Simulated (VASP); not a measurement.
CeO₂ (fluorite): the band gap from VASP (plane waves, PAW) at several levels of theory. Gaps are without spin-orbit coupling. Each level names its cell: its own relaxed one, PBE's, or the starting one. A gap is the smallest over the k-mesh and a band path; hybrids may have named points in place of the path, and GW has the mesh alone.

| level | band gap (eV) |
|---|---|
| LDA (own cell) | 1.93 |
| PBE (own cell) | 1.86 |
| PBEsol (own cell) | 1.96 |
| RPBE (own cell) | 1.80 |
| AM05 (own cell) | 1.96 |
| PBE-D3(BJ) (own cell) | 1.91 |
| PBE-D4 (own cell) | 1.91 |
| optB88-vdW (own cell) | 1.82 |
| rev-vdW-DF2 (own cell) | 1.86 |
| revTPSS (own cell) | 2.00 |
| SCAN (own cell) | 2.24 |
| r2SCAN (own cell) | 2.17 |
| r2SCAN+rVV10 (own cell) | 2.19 |

The cell of the LDA (own cell) run:

```yaml
crystal:
  lattice:
    - [0.00000, 2.68090, 2.68090]
    - [2.68090, 0.00000, 2.68090]
    - [2.68090, 2.68090, 0.00000]
  atoms:
    - { symbol: Ce, position: [0.00000, 0.00000, 0.00000] }
    - { symbol: O, position: [0.25000, 0.25000, 0.25000] }
    - { symbol: O, position: [0.75000, 0.75000, 0.75000] }
```

Only levels that ran to the end are used. Left out are those held back, those with too coarse a band path, GW runs whose mesh misses a band edge, hybrids' fits of cells that aren't cubic and levels without matching references; a question may draw on a part of the rest.

The compound is CeO2 in the fluorite structure.
